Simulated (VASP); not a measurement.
Calculation: HSEsol screened hybrid, VASP's PBE PAW potentials (set 64) (plane waves; VASP 6.6.1).

The input files of a VASP run:

**INCAR**
```
# general
SYSTEM  =Si
PREC    =Accurate
ENCUT   =520   # plane-wave cut-off (eV)
LREAL   =.FALSE.   # projection in real space or not
LASPH   =.TRUE.   # aspherical one-centre terms
ISYM    =3

# electronic loop
EDIFF   =1E-6
NELM    =60   # most electronic steps
ALGO    =Normal

# smearing
ISMEAR  =0
SIGMA   =0.05

# functional
GGA     =PS
LHFCALC =.TRUE.
AEXX    =0.25
HFSCREEN=0.2
PRECFOCK=Fast

# ions
ISIF    =2   # forces and stress, cell fixed

# output
LWAVE   =.FALSE.
LCHARG  =.FALSE.
```

File KPOINTS:
```
Automatic mesh
0
Gamma
6 6 6
0 0 0
```

### POSCAR
```
Si
5.3569150
  0.0000000000   0.4999999687   0.4999999687
  0.4999999687   0.0000000000   0.4999999687
  0.4999999687   0.4999999687   0.0000000000
Si
2
Cart
  0.0000000000   0.0000000000   0.0000000000
  0.2499999843   0.2499999843   0.2499999843
```

POTCAR, in this order: Si (PBE.64 set). Program: vasp_std. Read from the step before: WAVECAR.

**Question.** What will the output report for the number of irreducible k-points (NKPTS), largest plane-wave count, number of space-group operations, FFT grid (NGX, NGY, NGZ)?

**Answer.** 
number of irreducible k-points (NKPTS): 16
largest plane-wave count: 1056
number of space-group operations: 48
FFT grid (NGX, NGY, NGZ): 28 × 28 × 28

The compound is Si in the diamond structure. This cell is one point of a volume scan, at 0.94 of the reference volume. The cell's shape comes from a PBE relaxation.
